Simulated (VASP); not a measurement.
Data:

```
CELL_PARAMETERS angstrom
      3.34913     0.00000     0.00000
      0.00000     3.34913     0.00000
      0.00000     0.00000     3.34913
ATOMIC_POSITIONS crystal
  B  0.00000 0.00000 0.00000
  Bi 0.50000 0.50000 0.50000
```

All values below come from r2SCAN meta-GGA, VASP's PBE PAW potentials (set 64) (plane waves; VASP). Settings: 520 eV cut-off, 12×12×12 Γ-centred mesh, tetrahedra with Blöchl corrections, potentials B Bi_d.

Task: Give the energies of bands 7 to 12 at the high-symmetry points, in eV from the Fermi level.

Result: 
```
band      Γ      X      M      R
----  -----  -----  -----  -----
7     -2.66  -9.07  -5.72  -4.47
8     -0.77   2.17  -5.60  -2.31
9     -0.77   2.17  -5.60  -2.31
10    -0.77   2.18   2.61  -2.31
11     6.24   2.53   5.68  -1.18
12     6.24   3.55   5.82  -1.18
```

It has no gap at this level: it comes out as a metal or semimetal.

The structure was generated: BiB was put into the CsCl type (Pm-3m), which need not be its known phase. It was relaxed first. VASP warned that the highest band is occupied, so more bands are needed.
